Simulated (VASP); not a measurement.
Consider the following.

GaAs is modelled in the cubic space group F-43m (No. 216), the zinc blende structure, Pearson symbol cF8. Lattice parameters: a = b = c = 5.673 Å, α = β = γ = 90.00°. Ga on 4a sees 4 As at 2.456 Å (tetrahedral). As on 4d sees 4 Ga at 2.456 Å (tetrahedral). (Neighbours: up to the widest gap in distance over summed covalent radii, below 1.35, at either atom; cation-cation and far metal-metal contacts left out.)
(The calculation used a cell of 2 atoms; values per cell refer to that cell.)

All values below come from PBE0 hybrid, VASP's PBE PAW potentials (set 64) (plane waves; VASP 6.6.1). Run with 520 eV cut-off, 6×6×6 Γ-centred mesh, Gaussian smearing of 0.050 eV, potentials Ga_d As.

Give the energy at these volumes per atom, relative to the lowest: 21.60, 22.31, 23.03, 23.74, 24.45 Å³.

16.2, 2.3, 0.0, 7.5, 23.3 meV/atom. A third-order Birch-Murnaghan fit gives B0 = 74.0 GPa and B0′ = 4.5.

Measured: bulk modulus 76.7 GPa at 0 K (computed value off by -3.5 %), as given by Daniel Mejia-Rodriguez et al., Physical Review B (2018), arXiv:1807.09216 [0 K value with the zero-point phonon effect removed]; a 5.640 Å at 0 K (computed value off by +0.6 %), as given by Daniel Mejia-Rodriguez et al., Physical Review B (2018), arXiv:1807.09216 [static lattice: zero-point anharmonic expansion removed].

The compound is GaAs in the zinc blende structure. It was relaxed first. The cell's shape comes from a PBE relaxation.
